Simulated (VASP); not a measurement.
```yaml
crystal:
  lattice:
    - [0.00000, 3.39345, 3.39345]
    - [3.39345, 0.00000, 3.39345]
    - [3.39345, 3.39345, 0.00000]
  atoms:
    - { symbol: Ge, position: [0.00000, 0.00000, 0.00000] }
    - { symbol: Zr, position: [0.50000, 0.50000, 0.50000] }
    - { symbol: Zr, position: [0.25000, 0.25000, 0.25000] }
    - { symbol: Zr, position: [0.75000, 0.75000, 0.75000] }
```

The numbers are results of PBEsol GGA, VASP's PBE PAW potentials (set 64) (plane waves; VASP), not measurements. Numerical set-up: 400 eV cut-off, Gaussian smearing of 0.050 eV, potentials Ge_d Zr_sv.

Problem. Give the energies of bands 19 to 29 at the high-symmetry points, in eV from the Fermi level.

Solution. 
| band | Γ | X | U | L | W |
|---|---|---|---|---|---|
| 19 | -2.99 | -4.24 | -3.89 | -4.37 | -3.65 |
| 20 | -2.99 | -2.56 | -3.35 | -3.19 | -3.65 |
| 21 | -2.99 | -1.97 | -2.46 | -3.19 | -2.44 |
| 22 | -2.52 | -1.76 | -1.84 | -0.88 | -1.85 |
| 23 | -2.52 | -1.76 | -0.91 | -0.74 | -0.75 |
| 24 | 0.07 | -0.74 | -0.88 | -0.74 | -0.75 |
| 25 | 0.12 | -0.51 | -0.10 | 0.07 | -0.28 |
| 26 | 0.12 | -0.51 | 0.15 | 0.07 | 0.59 |
| 27 | 0.12 | 0.99 | 1.06 | 0.80 | 0.59 |
| 28 | 3.29 | 1.78 | 1.09 | 1.15 | 0.85 |
| 29 | 3.29 | 1.78 | 1.75 | 1.15 | 2.11 |

It has no gap at this level: it comes out as a metal or semimetal.

The structure was generated: Zr3Ge was put into the D03 type (Fm-3m), which need not be its known phase. It was relaxed first, which changed the volume by -27 %.
